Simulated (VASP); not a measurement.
Runs of VASP 6.6.1 on Hf. It takes space group P6_3/mmc (No. 194, hexagonal). The conventional cell has a = 3.192 Å, b = 3.192 Å, c = 5.045 Å, α = 90.00°, β = 90.00°, γ = 120.00°. Hf (site symmetry -6m2) has 12 Hf at 3.12 to 3.19 Å as nearest neighbours. 

```csv
task,level,potentials or basis,cell,k mesh,cutoff (eV),mesh quality,gap on the mesh (eV),pressure (GPa),relaxed volume (Å³/atom)
relaxation of cell and atoms,RPBE,"VASP PAW PBE potentials, release 64 (Hf_pv)",relaxed,15 × 15 × 8,600,not flagged,none,0.0,23.03
relaxation of cell and atoms,PBEsol,"VASP PAW PBE potentials, release 64 (Hf_pv)",relaxed,15 × 15 × 8,480,not flagged,none,0.0,(a)
single point,PBEsol,"VASP PAW PBE potentials, release 64 (Hf_pv)",as given,15 × 15 × 8,520,not flagged,none,-3.6,-
relaxation of cell and atoms,PBEsol,"VASP PAW PBE potentials, release 64 (Hf_pv)",relaxed,15 × 15 × 8,300,not flagged,none,0.0,21.49
relaxation of cell and atoms,PBEsol,"VASP PAW PBE potentials, release 64 (Hf)",relaxed,15 × 15 × 8,580,not flagged,none,0.0,21.44
relaxation of cell and atoms,LDA,"VASP PAW LDA potentials, release 64 (Hf_pv)",relaxed,15 × 15 × 8,600,not flagged,none,0.0,(b)
relaxation of cell and atoms,PBEsol,"VASP PAW PBE potentials, release 64 (Hf_pv)",relaxed,15 × 15 × 8,600,not flagged,none,0.0,21.54
relaxation of cell and atoms,PBEsol,"VASP PAW PBE potentials, release 64 (Hf_pv)",relaxed,6 × 6 × 4,600,coarse,none,0.0,21.54
```

Alike in all rows: no spin polarisation; smearing gaussian 0.1 eV.

**Question.** Estimate the missing entries.

**Answer.** (a) 21.53; (b) 20.85.

Caveats: some runs use coarse meshes; the PAW data sets were made with another functional, which shifts forces and pressure a little (some runs).

A k mesh can miss the band edges, and the runs leave out spin-orbit coupling on Hf.

A gap of «none» marks a metal or a gap under the smearing width.

The runs don't all hold the same shells in valence.

Runs at the PBE level aren't shown here.
